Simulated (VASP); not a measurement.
```
CELL_PARAMETERS angstrom
      1.62197    -2.80933     0.00000
      1.62197     2.80933     0.00000
      0.00000     0.00000     5.15056
ATOMIC_POSITIONS crystal
  Zr 0.33333 0.66667 0.25000
  Zr 0.66667 0.33333 0.75000
```

These are r2SCAN meta-GGA, VASP's PBE PAW potentials (set 64) (plane waves; VASP) values and carry that method's errors. Settings: 480 eV cut-off, 12×12×8 Γ-centred mesh, first-order Methfessel-Paxton smearing of 0.10 eV, potentials Zr_sv.

### Question
The ions, cell shape and volume at an external pressure of 2.0 GPa are relaxed. Predict the relaxed structure.

### Answer

```
CELL_PARAMETERS angstrom
      1.61205    -2.79216     0.00000
      1.61205     2.79216     0.00000
      0.00000     0.00000     5.11898
ATOMIC_POSITIONS crystal
  Zr 0.33333 0.66667 0.25000
  Zr 0.66667 0.33333 0.75000
```
Space group P6_3/mmc (194), at a tolerance of 0.03 Å.

### Question
How do energy and volume change from the first to the last step?

### Answer
The energy (σ→0) changes by +2.8 meV/atom and the volume by -1.8 %, in 3 ionic steps.

The compound is Zr in the hcp structure. This run relaxes it under an external pressure of 2 GPa. Symmetry was kept, so distortions that lower it aren't found.
